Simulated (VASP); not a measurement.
A VASP calculation is set up with these files.

File POSCAR:
```
Ni
1
    0.0000000000     1.8039343604     1.8039343604
    1.8039343604     0.0000000000     1.8039343604
    1.8039343604     1.8039343604     0.0000000000
Ni
1
Direct
  0.0000000000   0.0000000000   0.0000000000
```

**INCAR**
```
SYSTEM = Ni
PREC = Accurate
ENCUT = 520
EDIFF = 1E-6
NELM = 100
ALGO = Normal
LREAL = .FALSE.
LASPH = .TRUE.
ISMEAR = 1
SIGMA = 0.1
GGA = ML
ZAB_VDW = -1.8867
LUSE_VDW = .TRUE.
AGGAC = 0.0
LMAXMIX = 4
ISPIN = 2
MAGMOM = 0.6
LORBIT = 10
LWAVE = .FALSE.
LCHARG = .FALSE.
IBRION = 2
ISIF = 3
NSW = 60
EDIFFG = -0.01
```

File KPOINTS:
```
Automatic mesh
0
Gamma
16 16 16
0 0 0
```

POTCAR, in this order: Ni (PBE.64 set). Program: vasp_std.

Q: Write an equivalent input for Quantum ESPRESSO's pw.x.

A: One equivalent input (not run):
```
&CONTROL
  calculation = 'vc-relax'
  pseudo_dir = './pseudo'
  outdir = './out'
  tprnfor = .true.
  tstress = .true.
  nstep = 60
  forc_conv_thr = 0.00039
/
&SYSTEM
  ibrav = 0
  nat = 1
  ntyp = 1
  ecutwfc = 98
  occupations = 'smearing'
  smearing = 'methfessel-paxton'
  degauss = 0.00735
  input_dft = 'vdw-df2'
  nspin = 2
  starting_magnetization(1) = 0.06
/
&ELECTRONS
  conv_thr = 7.3e-08
  electron_maxstep = 100
/
&IONS
/
&CELL
/
ATOMIC_SPECIES
  Ni 58.693 Ni.upf
CELL_PARAMETERS angstrom
     0.0000000    1.8039344    1.8039344
     1.8039344    0.0000000    1.8039344
     1.8039344    1.8039344    0.0000000
ATOMIC_POSITIONS crystal
  Ni   0.0000000  0.0000000  0.0000000
K_POINTS automatic
  16 16 16 0 0 0
```
The two are equivalent in intent, not identical: the potentials are each code's own (VASP's PAW set, PseudoDojo norm-conserving files in pw.x), so ENCUT and ecutwfc are chosen apart and not converted; conv_thr bounds pw.x's estimated SCF error, while EDIFF bounds the energy change between steps; starting_magnetization is a fraction of the valence charge and MAGMOM a moment in μB, so they match only roughly; forc_conv_thr acts on force components and is met together with etot_conv_thr.

The compound is Ni in the fcc structure. This run relaxes it. Symmetry was kept, so distortions that lower it aren't found. The start is the result of an earlier pass.
